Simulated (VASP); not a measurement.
Energy against volume of La (dhcp). All values below come from AM05 GGA, VASP's PBE PAW potentials (set 64) (plane waves; VASP). Settings: 520 eV cut-off, 10×10×3 Γ-centred mesh, first-order Methfessel-Paxton smearing of 0.10 eV, potentials La.

Shape and ions are relaxed at each volume.

```json
[
 {"V (Å³/atom)": "33.454", "E (eV/atom)": "-5.08522"},
 {"V (Å³/atom)": "34.488", "E (eV/atom)": "-5.08932"},
 {"V (Å³/atom)": "35.523", "E (eV/atom)": "-5.08846"},
 {"V (Å³/atom)": "36.558", "E (eV/atom)": "-5.08318"}
]
```

Fit these four points and predict the energy of the run at 32.419 Å³/atom.

A cubic in V^(−2/3), the third-order Birch-Murnaghan form, passes through the four points with V0 = 34.81 Å³/atom and B0 = 25 GPa, and gives -5.0755 eV/atom there. The run gave -5.0755 eV/atom, +0.1 meV/atom from the fit; all five points give B0 = 25 GPa.

The compound is La in the dhcp structure. It was relaxed first, which changed the volume by -7 %.
